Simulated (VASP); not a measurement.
# Adsorption sites of N on Co(0001), part 4 of 8

Where does N sit on Co(0001), and how strongly does it bind?

VASP 6.6.1, plane waves and PAW; the level of theory is named at each step.

Still holding for the runs below: The magnetic state follows from one typed start and may not be the lowest.

So far. Step 6 (Relaxing the atoms): The run ended after 5 ionic steps, 0.030 eV below its first step, once the forces on the free atoms met EDIFFG = -0.03. Step 6 (Relaxing the atoms): Energy at zero smearing: -16.25857 eV.

## Step 7: Relaxing the adsorbate, site ontop

This step: RPBE, spin-polarised from a ferromagnetic start; plane waves and PAW (Co, N) (VASP 6.6.1).

System of this step: Co12N (Co(0001)). The cell holds 13 atoms: 12 Co and 1 N. Cell: a = 5.024 Å, b = 5.024 Å, c = 19.069 Å, α = 90.0°, β = 90.0°, γ = 60.0°. It derives from Co. N over the ontop site of Co(0001). Vacuum lies along c.

The adsorbate starts over a high-symmetry site, and it relaxes with the upper layers within that symmetry.

INCAR

```
SYSTEM = Co12N
PREC = Normal
ENCUT = 440
EDIFF = 1E-05
NELM = 120
ISMEAR = 1
SIGMA = 0.15
LREAL = Auto
ALGO = Fast
GGA = RP
NBANDS = 90
ISPIN = 2
MAGMOM = 2 2 2 2 2 2 2 2 2 2 2 2 0
LASPH = .TRUE.
LMAXMIX = 4
LORBIT = 11
LWAVE = .FALSE.
LCHARG = .FALSE.
KPAR = 4
IBRION = 2
NSW = 50
ISIF = 2
EDIFFG = -0.03
POTIM = 0.4
MAXMIX = 40
IDIPOL = 3
LDIPOL = .TRUE.
DIPOL = 0.5 0.5 0.514
```

POSCAR

```
Co12N
1.0
    5.0237193640      0.0000000000      0.0000000000
    2.5118596820      4.3506685907      0.0000000000
    0.0000000000      0.0000000000     19.0686182875
Co N
12 1
Selective dynamics
Direct
    0.0000000000      0.0000000000      0.3933163800  F F F
    0.5000000000      0.0000000000      0.3933163800  F F F
    0.0000000000      0.5000000000      0.3933163800  F F F
    0.5000000000      0.5000000000      0.3933163800  F F F
    0.8333333300      0.3333333300      0.4979196800  T T T
    0.3333333300      0.3333333300      0.4979196800  T T T
    0.8333333300      0.8333333300      0.4979196800  T T T
    0.3333333300      0.8333333300      0.4979196800  T T T
    0.0000000000      0.0000000000      0.6029254200  T T T
    0.5000000000      0.0000000000      0.6029254200  T T T
    0.0000000000      0.5000000000      0.6029254200  T T T
    0.5000000000      0.5000000000      0.6029254200  T T T
    0.0000000000      0.0000000000      0.7025655700  T T T
```

KPOINTS

```
Automatic mesh
0
Gamma
6 6 1
0 0 0
```

PAW data sets: Co and N (PBE family, release 64).

Started as:

```
> mpirun -np 4 vasp_std
```

The log of the run:

```text
[banner, memory and clock lines left out]
running    4 mpi-ranks, on    1 nodes
 distrk:  each k-point on    1 cores,    4 groups
 distr:  one band on    1 cores,    1 groups

 POSCAR found type information on POSCAR CoN
 POSCAR found :  2 types and      13 ions
 [... a notice as in an earlier step ...]

 LDA part: xc-table for (Slater+PW92), standard interpolation
 POSCAR, INCAR and KPOINTS ok, starting setup
 FFT: planning ... GRIDC
 FFT: planning ... GRID_SOFT
 FFT: planning ... GRID
 WAVECAR not read
 entering main loop
       N       E                     dE             d eps       ncg     rms          rms(c)
DAV:   1     0.835115549952E+03    0.83512E+03   -0.42896E+04  2520   0.111E+03
DAV:   2    -0.783640571706E+01   -0.84295E+03   -0.78284E+03  2522   0.283E+02
DAV:   3    -0.866704584768E+02   -0.78834E+02   -0.68001E+02  3044   0.113E+02
DAV:   4    -0.917511054342E+02   -0.50806E+01   -0.49077E+01  2730   0.265E+01
DAV:   5    -0.918530509699E+02   -0.10195E+00   -0.10187E+00  2926   0.376E+00    0.378E+01
RMM:   6    -0.134946610728E+03   -0.43094E+02   -0.15524E+02  2526   0.710E+01    0.781E+01
RMM:   7    -0.103007401417E+03    0.31939E+02   -0.56332E+01  2534   0.400E+01    0.619E+01
RMM:   8    -0.963270284916E+02    0.66804E+01   -0.19087E+01  2528   0.238E+01    0.639E+01
RMM:   9    -0.816598558083E+02    0.14667E+02   -0.89957E+00  2536   0.160E+01    0.349E+01
RMM:  10    -0.753439603585E+02    0.63159E+01   -0.39474E+00  2541   0.909E+00    0.193E+01
RMM:  11    -0.744752818669E+02    0.86868E+00   -0.24387E+00  2539   0.754E+00    0.199E+01
RMM:  12    -0.745141140920E+02   -0.38832E-01   -0.16747E+00  2537   0.696E+00    0.145E+01
RMM:  13    -0.750579774353E+02   -0.54386E+00   -0.69855E-01  2542   0.386E+00    0.100E+01
RMM:  14    -0.754185089443E+02   -0.36053E+00   -0.60996E-01  2540   0.407E+00    0.997E+00
RMM:  15    -0.765470974292E+02   -0.11286E+01   -0.85895E-01  2583   0.329E+00    0.881E+00
RMM:  16    -0.770659269602E+02   -0.51883E+00   -0.35037E-01  2546   0.256E+00    0.909E+00
RMM:  17    -0.775103439972E+02   -0.44442E+00   -0.61508E-01  2602   0.263E+00    0.375E+00
RMM:  18    -0.777425765046E+02   -0.23223E+00   -0.21353E-01  2555   0.154E+00    0.235E+00
RMM:  19    -0.777819962896E+02   -0.39420E-01   -0.43507E-02  2551   0.792E-01    0.196E+00
RMM:  20    -0.778309458334E+02   -0.48950E-01   -0.56281E-02  2579   0.702E-01    0.226E+00
RMM:  21    -0.778234458777E+02    0.75000E-02   -0.42227E-02  2587   0.588E-01    0.198E+00
RMM:  22    -0.777949851878E+02    0.28461E-01   -0.36112E-02  2590   0.568E-01    0.153E+00
RMM:  23    -0.777543646949E+02    0.40620E-01   -0.33069E-02  2633   0.524E-01    0.106E+00
RMM:  24    -0.778256221460E+02   -0.71257E-01   -0.82244E-03  2541   0.311E-01    0.758E-01
RMM:  25    -0.779863179269E+02   -0.16070E+00   -0.27331E-02  2658   0.416E-01    0.579E-01
RMM:  26    -0.780958937080E+02   -0.10958E+00   -0.14818E-02  2601   0.316E-01    0.358E-01
RMM:  27    -0.781587995706E+02   -0.62906E-01   -0.63242E-03  2571   0.205E-01    0.275E-01
RMM:  28    -0.782175214894E+02   -0.58722E-01   -0.64802E-03  2599   0.196E-01    0.227E-01
RMM:  29    -0.782517167547E+02   -0.34195E-01   -0.31228E-03  2576   0.122E-01    0.113E-01
RMM:  30    -0.782588168805E+02   -0.71001E-02   -0.77078E-04  2545   0.692E-02    0.650E-02
RMM:  31    -0.782616592610E+02   -0.28424E-02   -0.30792E-04  2416   0.413E-02    0.389E-02
RMM:  32    -0.782621189618E+02   -0.45970E-03   -0.63147E-05  2052   0.209E-02    0.260E-02
RMM:  33    -0.782627261078E+02   -0.60715E-03   -0.54855E-05  1959   0.193E-02    0.157E-02
RMM:  34    -0.782631222387E+02   -0.39613E-03   -0.50360E-05  1916   0.149E-02    0.139E-02
RMM:  35    -0.782633537964E+02   -0.23156E-03   -0.24248E-05  1759   0.114E-02    0.792E-03
RMM:  36    -0.782635110936E+02   -0.15730E-03   -0.94976E-06  1611   0.856E-03    0.609E-03
RMM:  37    -0.782636244087E+02   -0.11332E-03   -0.59943E-06  1542   0.646E-03    0.585E-03
RMM:  38    -0.782636624376E+02   -0.38029E-04   -0.38159E-06  1526   0.522E-03    0.345E-03
RMM:  39    -0.782636659399E+02   -0.35023E-05   -0.10353E-06  1301   0.322E-03
   1 F= -.78263666E+02 E0= -.78262493E+02  d E =-.782637E+02  mag=    22.0346
 curvature:   0.00 expect dE= 0.000E+00 dE for cont linesearch  0.000E+00
 trial: gam= 0.00000 g(F)=  0.966E+00 g(S)=  0.000E+00 ort = 0.000E+00 (trialstep = 0.100E+01)
 search vector abs. value=  0.966E+00
 bond charge predicted
       N       E                     dE             d eps       ncg     rms          rms(c)
DAV:   1    -0.784959749646E+02   -0.23231E+00   -0.14899E+02  2544   0.365E+01    0.739E+00
RMM:   2    -0.784955625526E+02    0.41241E-03   -0.44019E+00  2537   0.770E+00    0.507E+00
RMM:   3    -0.787378683867E+02   -0.24231E+00   -0.66072E-01  2550   0.326E+00    0.266E+00
RMM:   4    -0.787204376491E+02    0.17431E-01   -0.18230E-01  2571   0.166E+00    0.179E+00
RMM:   5    -0.789741936247E+02   -0.25376E+00   -0.74202E-02  2539   0.114E+00    0.121E+00
RMM:   6    -0.791251236623E+02   -0.15093E+00   -0.53585E-02  2541   0.805E-01    0.717E-01
RMM:   7    -0.791497515369E+02   -0.24628E-01   -0.16838E-02  2578   0.437E-01    0.398E-01
RMM:   8    -0.791745467814E+02   -0.24795E-01   -0.71655E-03  2539   0.308E-01    0.234E-01
RMM:   9    -0.791874695766E+02   -0.12923E-01   -0.41366E-03  2561   0.201E-01    0.143E-01
RMM:  10    -0.791925199003E+02   -0.50503E-02   -0.19329E-03  2568   0.133E-01    0.167E-01
RMM:  11    -0.791962021616E+02   -0.36823E-02   -0.15749E-03  2563   0.113E-01    0.131E-01
RMM:  12    -0.791976832816E+02   -0.14811E-02   -0.72586E-04  2526   0.825E-02    0.832E-02
RMM:  13    -0.791993755650E+02   -0.16923E-02   -0.26581E-04  2509   0.522E-02    0.420E-02
RMM:  14    -0.792005962085E+02   -0.12206E-02   -0.17129E-04  2425   0.400E-02    0.301E-02
RMM:  15    -0.792014890203E+02   -0.89281E-03   -0.11901E-04  2350   0.320E-02    0.400E-02
RMM:  16    -0.792016815000E+02   -0.19248E-03   -0.28516E-05  1840   0.178E-02    0.260E-02
RMM:  17    -0.792019170059E+02   -0.23551E-03   -0.19704E-05  1711   0.142E-02    0.291E-02
RMM:  18    -0.792019956761E+02   -0.78670E-04   -0.79900E-06  1600   0.919E-03    0.266E-02
RMM:  19    -0.792021454574E+02   -0.14978E-03   -0.97681E-06  1609   0.785E-03    0.132E-02
RMM:  20    -0.792022199832E+02   -0.74526E-04   -0.43661E-06  1565   0.599E-03    0.106E-02
RMM:  21    -0.792022581873E+02   -0.38204E-04   -0.21299E-06  1524   0.447E-03    0.592E-03
RMM:  22    -0.792022719478E+02   -0.13761E-04   -0.92006E-07  1217   0.311E-03    0.266E-03
RMM:  23    -0.792022749238E+02   -0.29760E-05   -0.36354E-07  1113   0.261E-03
   2 F= -.79202275E+02 E0= -.79195243E+02  d E =-.938609E+00  mag=    19.8849
[... from here on, the cycles between the ionic steps are left out ...]
   3 F= -.79255846E+02 E0= -.79249080E+02  d E =-.992180E+00  mag=    19.3030
   4 F= -.79257533E+02 E0= -.79250445E+02  d E =-.993867E+00  mag=    19.3905
   5 F= -.79267635E+02 E0= -.79260403E+02  d E =-.101025E-01  mag=    19.3628
   6 F= -.79278020E+02 E0= -.79270609E+02  d E =-.204871E-01  mag=    19.2740
   7 F= -.79281124E+02 E0= -.79273514E+02  d E =-.310389E-02  mag=    19.3042
   8 F= -.79282920E+02 E0= -.79275146E+02  d E =-.489952E-02  mag=    19.3288
   9 F= -.79283536E+02 E0= -.79275461E+02  d E =-.551630E-02  mag=    19.3782
  10 F= -.79283750E+02 E0= -.79275759E+02  d E =-.573012E-02  mag=    19.3635
  11 F= -.79284775E+02 E0= -.79276786E+02  d E =-.102506E-02  mag=    19.3667
  12 F= -.79287536E+02 E0= -.79279508E+02  d E =-.378639E-02  mag=    19.3680
  13 F= -.79290369E+02 E0= -.79282272E+02  d E =-.661883E-02  mag=    19.3750
  14 F= -.79290528E+02 E0= -.79282406E+02  d E =-.677824E-02  mag=    19.3777
  15 F= -.79290706E+02 E0= -.79282759E+02  d E =-.177186E-03  mag=    19.3298
  16 F= -.79291639E+02 E0= -.79283698E+02  d E =-.111105E-02  mag=    19.3249
  17 F= -.79292051E+02 E0= -.79284067E+02  d E =-.411710E-03  mag=    19.3238
  18 F= -.79293052E+02 E0= -.79284931E+02  d E =-.141260E-02  mag=    19.3224
  19 F= -.79293559E+02 E0= -.79285178E+02  d E =-.191952E-02  mag=    19.3143
  20 F= -.79293680E+02 E0= -.79285366E+02  d E =-.204075E-02  mag=    19.3156
  21 F= -.79293949E+02 E0= -.79285677E+02  d E =-.269087E-03  mag=    19.3174
 trial-energy change:   -0.000269  1 .order   -0.000281   -0.000371   -0.000190
 step:   2.3841(harm=  2.3841)  dis= 0.00289  next Energy=   -79.294060 (dE=-0.380E-03)
 bond charge predicted
       N       E                     dE             d eps       ncg     rms          rms(c)
DAV:   1    -0.792937418417E+02    0.20367E-03   -0.84475E-02  2556   0.867E-01    0.136E-01
RMM:   2    -0.792939996141E+02   -0.25777E-03   -0.11312E-03  2536   0.208E-01    0.156E-02
RMM:   3    -0.792940366608E+02   -0.37047E-04   -0.28181E-04  2532   0.689E-02    0.596E-03
RMM:   4    -0.792940439018E+02   -0.72410E-05   -0.57022E-05  2243   0.304E-02
  22 F= -.79294044E+02 E0= -.79285818E+02  d E =-.363759E-03  mag=    19.3189
 curvature:  -1.45 expect dE=-0.439E-04 dE for cont linesearch -0.372E-05
 trial: gam= 0.15972 g(F)=  0.302E-04 g(S)=  0.000E+00 ort =-0.315E-04 (trialstep = 0.141E+01)
 search vector abs. value=  0.301E-04
 reached required accuracy - stopping structural energy minimisation
```

Run time: 10 min. Hardware: 4 MPI ranks of Intel Xeon 6975P-C (Granite Rapids), shared host; peak memory 2.2 GiB; 40 min of CPU time.

From OUTCAR (step 7):

```text
   k-points           NKPTS =      7   k-points in BZ     NKDIM =      7   number of bands    NBANDS=     90

   NELECT =     113.0000    total number of electrons

 dipolmoment           0.000000      0.000000      0.130939 electrons x Angstroem

 E-fermi :  -0.0349

 spin component 1
 k-point     1 :       0.0000    0.0000    0.0000
  band No.  band energies     occupation
    ...
     62      -0.6297      1.00000
     63      -0.5817      1.00000
     64      -0.5817      1.00000
     65      -0.2717      1.02406
     66      -0.2717      1.02406
     67       0.1311     -0.03295
     68       0.9292     -0.00000
     69       1.1848     -0.00000
     70       1.1848     -0.00000
     71       1.7630     -0.00000
    ...

 k-point     2 :       0.1667    0.0000    0.0000
  band No.  band energies     occupation
    ...
     62      -0.7236      1.00000
     63      -0.6791      1.00000
     64      -0.6482      1.00000
     65      -0.4717      1.00015
     66      -0.1144      0.88604
     67      -0.0033      0.32577
     68       0.6859     -0.00000
     69       0.9726     -0.00000
     70       1.1985     -0.00000
     71       1.4033     -0.00000
    ...

  Total       -3.8074003     -3.8074003     -0.1949069      0.0000000      0.0000000      0.0000000
  in kB      -14.6365432    -14.6365432     -0.7492682      0.0000000      0.0000000      0.0000000
  external PRESSURE =     -10.0074515 kB  Pullay stress =       0.0000000 kB

 POSITION                                       TOTAL-FORCE (eV/Angst)
 -----------------------------------------------------------------------------------
      0.00000      0.00000      7.50000        -0.000000      0.000000     -0.085413
      2.51186      0.00000      7.50000        -0.000000     -0.044623      0.019351
      1.25593      2.17533      7.50000        -0.038645      0.022312      0.019351
      3.76779      2.17533      7.50000         0.038645      0.022312      0.019351
      5.02372      1.44240      9.47657         0.000000      0.011973      0.008573
      2.51186      1.45022      9.44025        -0.000000      0.000000     -0.003492
      6.28642      3.62947      9.47657        -0.010369     -0.005986      0.008573
      3.76102      3.62947      9.47657         0.010369     -0.005986      0.008573
      0.00000      0.00000     11.71036        -0.000000      0.000000     -0.007972
      5.02372      4.34523     11.44038         0.000000     -0.001562      0.002509
      6.27494      2.17805     11.44038        -0.001353      0.000781      0.002509
      3.77250      2.17805     11.44038         0.001353      0.000781      0.002509
      0.00000      0.00000     13.27779        -0.000000      0.000000      0.005577
 -----------------------------------------------------------------------------------
    total drift:                                0.000013      0.000008      0.097977

  FREE ENERGIE OF THE ION-ELECTRON SYSTEM (eV)
  ---------------------------------------------------
  free  energy   TOTEN  =       -79.2940439018 eV

  energy  without entropy=      -79.2693654777  energy(sigma->0) =      -79.28581776

 vacuum level on the upper side and lower side of the slab         5.510         4.395

 magnetization (x)
# of ion       s       p       d       tot
------------------------------------------
    1       -0.013  -0.045   1.788   1.730
    2       -0.013  -0.048   1.793   1.732
    3       -0.013  -0.048   1.793   1.732
    4       -0.013  -0.048   1.793   1.732
    5       -0.015  -0.058   1.774   1.702
    6       -0.019  -0.063   1.783   1.700
    7       -0.015  -0.058   1.774   1.702
    8       -0.015  -0.058   1.774   1.702
    9       -0.014  -0.053   0.407   0.341
   10       -0.006  -0.027   1.848   1.816
   11       -0.006  -0.027   1.848   1.816
   12       -0.006  -0.027   1.848   1.816
   13        0.001  -0.006   0.000  -0.005
--------------------------------------------------
tot         -0.144  -0.567  20.227  19.515

[... 7 parts as in an earlier step ...]

[... 15 further parts left out ...]
```

Relaxation path:

| step | energy less that of the first step (eV) | largest force (eV/Å) |
| --- | --- | --- |
| 1 | 0.0000 | 3.6063 |
| 2 | -0.9386 | 1.9159 |
| 3 | -0.9922 | 0.4933 |
| 4 | -0.9939 | 0.2454 |
| 5 | -1.0040 | 0.2041 |
| 6 | -1.0144 | 0.7373 |
| 7 | -1.0175 | 0.5463 |
| 8 | -1.0193 | 0.3669 |
| 9 | -1.0199 | 0.1998 |
| 10 | -1.0201 | 0.1912 |
| 11 | -1.0211 | 0.1714 |
| 12 | -1.0239 | 0.1338 |
| 13 | -1.0267 | 0.2462 |
| 14 | -1.0269 | 0.2839 |
| 15 | -1.0270 | 0.1195 |
| 16 | -1.0280 | 0.1069 |
| 17 | -1.0284 | 0.0926 |
| 18 | -1.0294 | 0.0654 |
| 19 | -1.0299 | 0.0599 |
| 20 | -1.0300 | 0.0542 |
| 21 | -1.0303 | 0.0351 |
| 22 | -1.0304 | 0.0147 |

The atoms that moved most (Å):

| atom | dx | dy | dz | length |
| --- | --- | --- | --- | --- |
| Co9 | 0.000 | 0.000 | 0.213 | 0.213 |
| N13 | 0.000 | 0.000 | -0.119 | 0.119 |
| Co10 | 0.000 | -0.005 | -0.057 | 0.057 |
| Co12 | 0.005 | 0.003 | -0.057 | 0.057 |
| Co11 | -0.005 | 0.003 | -0.057 | 0.057 |
| Co6 | 0.000 | 0.000 | -0.054 | 0.054 |
| Co5 | 0.000 | -0.008 | -0.018 | 0.020 |
| Co8 | -0.007 | 0.004 | -0.018 | 0.020 |

The relaxed structure:

```
Co N
1.0
     5.02372    0.00000    0.00000
     2.51186    4.35067    0.00000
     0.00000    0.00000   19.06862
Co N
12 1
Direct
  0.00000 0.00000 0.39332
  0.50000 0.00000 0.39332
  0.00000 0.50000 0.39332
  0.50000 0.50000 0.39332
  0.83423 0.33154 0.49697
  0.33333 0.33333 0.49507
  0.83423 0.83423 0.49697
  0.33154 0.83423 0.49697
  0.00000 0.00000 0.61412
  0.50062 0.99875 0.59996
  0.99875 0.50062 0.59996
  0.50062 0.50062 0.59996
  0.00000 0.00000 0.69632
```

Numbers from this step:

```
electronic cycles                                 : 226
electrons                                         : 113
free energy (TOTEN)                               : -79.2940 eV
energy at zero smearing                           : -79.2858 eV
Fermi energy                                      : -0.0349 eV
moment of the cell, from the last line of the log : 19.32 μB
dipole moment                                     : 0, 0, 0.1309 e·Å
```

Spin moment in the PAW sphere by atom:

| atom | spin moment in the PAW sphere (μB) |
| --- | --- |
| Co1 | 1.73 |
| Co2 | 1.73 |
| Co3 | 1.73 |
| Co4 | 1.73 |
| Co5 | 1.70 |
| Co6 | 1.70 |
| Co7 | 1.70 |
| Co8 | 1.70 |
| Co9 | 0.34 |
| Co10 | 1.82 |
| Co11 | 1.82 |
| Co12 | 1.82 |
| N13 | -0.01 |

The run ended after 22 ionic steps, 1.030 eV below its first step, once the forces on the free atoms met EDIFFG = -0.03.

VASP counts the dipole in electrons times Å, so a positive number points the physical dipole along −c.

(Continued in part 5 of 8.)

[Lines on the potential files, build, host, timing and source positions are cut from VASP's logs without a mark.]

[Logs are printed without paths, hosts, clocks, repeated set-up lines and the standing remarks that a program may print on its own settings, such as how far it seeks lower states.]

[Hosts, paths, dates, database ids (printed as entryN), source tags and the programs' standing remarks are cut or masked in the printed files.]

[Runs that stopped without an error message from VASP are left out.]
